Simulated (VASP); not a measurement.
Given:

```
CELL_PARAMETERS angstrom
      0.00000     2.23962     2.23962
      2.23962     0.00000     2.23962
      2.23962     2.23962     0.00000
ATOMIC_POSITIONS crystal
  B  0.00000 0.00000 0.00000
  P  0.25000 0.25000 0.25000
```

All values below come from PBEsol GGA, VASP's PBE PAW potentials (set 64) (plane waves; VASP 6.6.1). Numerical set-up: 620 eV cut-off, 10×10×10 Γ-centred mesh, Gaussian smearing of 0.050 eV, potentials B P.

Problem. Estimate the energy per atom (σ→0), pressure.

Solution. 
- energy per atom (σ→0) = -6.833 eV/atom
- pressure = 4.98 GPa

Total energies compare only between runs with the same potentials, cut-off and functional.

The compound is BP in the zinc blende structure. It was relaxed first under an external pressure of 5 GPa.
